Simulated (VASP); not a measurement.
Data:

```xyz
2
Lattice="3.1070 0.0000 0.0000 0.0000 3.1070 0.0000 0.0000 0.0000 3.1070" Properties=species:S:1:pos:R:3 pbc="T T T"
Fe     0.0000     0.0000     0.0000
P      1.5535     1.5535     1.5535
```
Starting moments (μB, in the order of the record's atoms Fe P): 4.0 0.0.

Computed with PBEsol GGA, VASP's PBE PAW potentials (set 64) (plane waves; VASP). Settings: 400 eV cut-off, 11×11×11 Γ-centred mesh, first-order Methfessel-Paxton smearing of 0.10 eV, potentials Fe P.

Energy and stress use the plane-wave basis of the starting cell.

**Question.** The ions, cell shape and volume are relaxed. Which structure does the run end with?

**Answer.** 
```xyz
2
Lattice="2.7526 0.0000 0.0000 0.0000 2.7526 0.0000 0.0000 0.0000 2.7526" Properties=species:S:1:pos:R:3 pbc="T T T"
Fe     0.0000     0.0000     0.0000
P      1.3763     1.3763     1.3763
```
Space group Pm-3m (221), at a tolerance of 0.03 Å. The cell ends with 0.80 μB, on the sites 0.81 0.01 μB.

**Question.** How do energy and volume change from the first to the last step?

**Answer.** The energy (σ→0) changes by -620.1 meV/atom and the volume by -30.5 %, in 3 ionic steps.

```json
[
 {"step": "1", "E(σ→0) (eV)": "-14.1356", "max force (eV/Å)": "0.000", "pressure (GPa)": "-25.90", "volume (Å³)": "29.99"},
 {"step": "2", "E(σ→0) (eV)": "-15.3745", "max force (eV/Å)": "0.000", "pressure (GPa)": "2.41", "volume (Å³)": "20.65"},
 {"step": "3", "E(σ→0) (eV)": "-15.3759", "max force (eV/Å)": "0.000", "pressure (GPa)": "-0.10", "volume (Å³)": "20.86"}
]
```

The structure was generated: FeP was put into the CsCl type type (Pm-3m), which need not be its known phase. This run relaxes it. Symmetry was kept, so distortions that lower it aren't found.
